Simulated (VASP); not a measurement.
Given:

```xyz
8
Lattice="0.0000 3.0268 3.0268 3.0268 0.0000 3.0268 12.1822 12.1822 -0.0752" Properties=species:S:1:pos:R:3 pbc="T T T"
Na     3.1262     3.1262     5.9540
Na     3.0455     3.0455    -0.0188
Na     5.9916     5.9916     0.0619
Br     3.0842     3.0842     2.9693
Br     6.0337     6.0337     3.0466
Br     8.9674     8.9674     3.1396
Br    12.3326    12.3326     2.8011
K      9.1366     9.1366    -0.0564
```

All values below come from PBEsol GGA, VASP's PBE PAW potentials (set 64) (plane waves; VASP). Run with 400 eV cut-off, Gaussian smearing of 0.050 eV, potentials Na_pv Br K_sv.

**Question.** Give the energies of bands 19 to 32 at the high-symmetry points, in eV from the valence-band maximum.

**Answer.** 
```csv
band,Γ,T,H2,L,S0,F
19,-1.28,-1.66,-1.55,-1.80,-1.54,-1.74
20,-1.03,-0.55,-1.51,-1.71,-1.52,-1.61
21,-0.34,-0.30,-1.32,-1.48,-1.33,-1.57
22,-0.34,-0.30,-1.26,-0.77,-1.26,-0.93
23,-0.20,-0.30,-1.22,-0.75,-1.21,-0.68
24,-0.20,-0.30,-1.07,-0.69,-1.07,-0.67
25,-0.18,-0.26,-0.99,-0.65,-0.99,-0.60
26,-0.18,-0.09,-0.66,-0.54,-0.66,-0.59
27,-0.03,-0.09,-0.54,-0.44,-0.54,-0.38
28,-0.03,-0.07,-0.43,-0.33,-0.43,-0.31
29,0.00,-0.07,-0.39,-0.28,-0.39,-0.31
30,4.08,4.55,6.94,5.97,6.93,5.94
31,5.53,4.65,7.01,6.38,7.02,6.16
32,5.56,5.93,7.49,6.46,7.47,6.28
```

The gap is direct, 4.08 eV, from the valence maximum at Γ to the conduction minimum at Γ.

The structure was generated: KNa3Br4 was put into an ordered model structure (R-3m), which need not be its known phase. It was relaxed first.
